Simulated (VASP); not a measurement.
Input:

```yaml
crystal:
  lattice:
    - [3.84600, 0.00000, 0.00000]
    - [-1.92300, 3.33074, 0.00000]
    - [0.00000, 0.00000, 7.83269]
  atoms:
    - { symbol: Y, position: [0.00000, 0.00000, 0.00000] }
    - { symbol: Y, position: [0.00000, 0.00000, 0.50000] }
    - { symbol: Si, position: [0.33333, 0.66667, 0.25000] }
    - { symbol: Si, position: [0.66667, 0.33333, 0.75000] }
```

Level of theory: PBE GGA, VASP's PBE PAW potentials (set 64) (plane waves; VASP 6.6.1). Numerical set-up: 400 eV cut-off, Gaussian smearing of 0.050 eV, potentials Y_sv Si.

**Question.** Give the energies of bands 9 to 18 at the high-symmetry points, in eV from the Fermi level.

**Answer.** 
```csv
band,Γ,M,K,A,L,H
9,-8.28,-6.60,-6.07,-7.67,-6.29,-6.06
10,-6.76,-5.92,-6.07,-7.67,-6.29,-6.06
11,-3.76,-3.36,-2.47,-2.16,-2.79,-2.08
12,-0.16,-1.94,-2.09,-2.16,-2.79,-2.08
13,0.12,-1.64,-2.09,0.69,-1.05,-1.62
14,0.12,-0.55,-1.15,0.69,-1.05,-1.62
15,0.79,-0.36,-1.15,0.69,0.24,-1.16
16,1.93,0.10,-0.41,0.69,0.24,-1.16
17,1.93,1.05,2.01,2.33,0.84,1.55
18,2.36,1.33,2.01,2.33,0.84,1.55
```

It has no gap at this level: it comes out as a metal or semimetal.

The structure was generated: YSi was put into the NiAs type type (P6_3/mmc), which need not be its known phase. It was relaxed first, which changed the volume by -24 %.
